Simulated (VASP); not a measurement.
Here is the system:

```
LiF
1.0
    0.00000     2.15414     2.15414
    2.15414     0.00000     2.15414
    2.15414     2.15414     0.00000
Li F
1 1
Cartesian
  0.00000   0.00000   0.00000
  1.07707   1.07707   1.07707
```

These are PBEsol GGA, VASP's PBE PAW potentials (set 64) (plane waves; VASP 6.6.1) values and carry that method's errors. Settings: 520 eV cut-off, 12×12×12 Γ-centred mesh, tetrahedra with Blöchl corrections, potentials Li_sv F.

Problem. Tabulate the total density of states (states/eV per cell) against energy (eV; zero at the valence-band maximum or, without a gap, the Fermi level).

Solution. 
(E (eV), DOS (states/eV)): (-9.95, 0.00); (-9.59, 0.00); (-9.23, 0.00); (-8.99, 0.00); (-8.63, 0.00); (-8.27, 0.00); (-7.91, 0.00); (-7.55, 0.00); (-7.19, 0.00); (-6.95, 0.00); (-6.59, 0.00); (-6.23, 0.00); (-5.87, 0.00); (-5.51, 0.00); (-5.27, 0.00); (-4.91, 0.00); (-4.55, 0.00); (-4.19, 0.00); (-3.83, 0.00); (-3.59, 0.00); (-3.23, 0.00); (-2.87, 0.00); (-2.51, 0.00); (-2.15, 0.00); (-1.79, 1.64); (-1.55, 3.79); (-1.19, 0.83); (-0.83, 4.07); (-0.47, 5.64); (-0.11, 2.36); (0.13, 0.01); (0.49, 0.00); (0.85, 0.00); (1.21, 0.00); (1.57, 0.00); (1.81, 0.00); (2.17, 0.00); (2.53, 0.00); (2.89, 0.00); (3.25, 0.00); (3.61, 0.00); (3.85, 0.00); (4.21, 0.00); (4.57, 0.00); (4.93, 0.00); (5.29, 0.00); (5.53, 0.00); (5.89, 0.00); (6.25, 0.00); (6.61, 0.00); (6.97, 0.00); (7.21, 0.00); (7.57, 0.00); (7.93, 0.05); (8.29, 0.10); (8.65, 0.13); (9.01, 0.18); (9.25, 0.21); (9.61, 0.27); (9.97, 0.35)
Within 2 eV below the valence-band maximum the largest weight inside VASP's projection spheres is F p.

The structure was generated: LiF was put into the zinc blende type (F-43m), which need not be its known phase. It was relaxed first.
